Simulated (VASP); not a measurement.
Input of a VASP 6.6.1 run:

Contents of INCAR:

```
SYSTEM = YCu
  PREC = Accurate
  ENCUT = 520
  EDIFF = 1E-7
  ISMEAR = 0
  SIGMA = 0.15
  LREAL = .FALSE.
  LASPH = .TRUE.
  NELM = 100
  ALGO = Normal
  ISIF = 2
  LWAVE = .FALSE.
  LCHARG = .FALSE.
  GGA = CA
  NBANDS = 18
```

The input KPOINTS:

```
regular mesh
0
G
  14 14 14
  0 0 0
```

Contents of POSCAR:

```
YCu
1.0
    3.4581153900      0.0000000000      0.0000000000
    0.0000000000      3.4581153900      0.0000000000
    0.0000000000      0.0000000000      3.4581153900
Y Cu
1 1
Direct
    0.0000000000      0.0000000000      0.0000000000
    0.5000000000      0.5000000000      0.5000000000
```

Potentials or basis: VASP PAW LDA potentials, release 64 (Y_sv, Cu).

Launch:

```sh
$ cat potpaw_LDA.64/Y_sv/POTCAR potpaw_LDA.64/Cu/POTCAR > POTCAR
$ mpirun -np 1 vasp_std > vasp.out
```

(1) What does it give for the band gap on the k mesh?

(2) What does it give for the pressure?

Answers

(1) none (metal or under the smearing width).

(2) -4.8 GPa.
